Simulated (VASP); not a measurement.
Given:

```
CELL_PARAMETERS angstrom
      2.28430    -3.95653     0.00000
      2.28430     3.95653     0.00000
      0.00000     0.00000     5.84348
ATOMIC_POSITIONS crystal
  Te 0.00000 0.25469 0.66667
  Te 0.74531 0.74531 0.00000
  Te 0.25469 0.00000 0.33333
```

Level of theory: r2SCAN meta-GGA, VASP's PBE PAW potentials (set 64) (plane waves; VASP 6.6.1). Settings: 520 eV cut-off, 7×7×5 Γ-centred mesh, Gaussian smearing of 0.050 eV, potentials Te.

Problem. The ions and cell shape at fixed volume are relaxed. What does this cell relax into?

Solution. 
```
CELL_PARAMETERS angstrom
      2.26943    -3.93077     0.00000
      2.26943     3.93077     0.00000
      0.00000     0.00000     5.92031
ATOMIC_POSITIONS crystal
  Te 0.00000 0.26027 0.66667
  Te 0.73973 0.73973 0.00000
  Te 0.26027 0.00000 0.33333
```
Space group P3_121 (152), at a tolerance of 0.03 Å.

Problem. How much energy does the relaxation gain?

Solution. The energy (σ→0) changes by -3.6 meV/atom, in 4 ionic steps.

```tsv
step	E(σ→0) (eV)	max force (eV/Å)	pressure (GPa)	volume (Å³)
1	-76.2318	0.216	1.46	105.63
2	-76.2391	0.118	1.01	105.63
3	-76.2421	0.050	0.16	105.63
4	-76.2427	0.006	0.39	105.63
```

The compound is Te in the trig structure. This cell is one point of a volume scan, at 0.97 of the reference volume. Symmetry was kept, so distortions that lower it aren't found.
